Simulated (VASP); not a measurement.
Data:

```xyz
2
Lattice="0.0000 3.3590 3.3590 3.3590 0.0000 3.3590 3.3590 3.3590 0.0000" Properties=species:S:1:pos:R:3 pbc="T T T"
In     0.0000     0.0000     0.0000
Sb     1.6795     1.6795     1.6795
```

Calculation: RPBE GGA, VASP's PBE PAW potentials (set 64) (plane waves; VASP 6.6.1). Settings: 520 eV cut-off, Gaussian smearing of 0.050 eV, potentials In_d Sb.

Unless said otherwise, spin-orbit coupling is left out, though it shifts the bands of the heavy elements here.

Q: Predict the band gap (along the path) with the smallest direct gap where there is one.

A: 
```json
{
 "band gap (along the path)": "none (metal, semimetal or under 0.01 eV)"
}
```

The compound is InSb in the zinc blende structure. It was relaxed first, which changed the volume by +11 %.
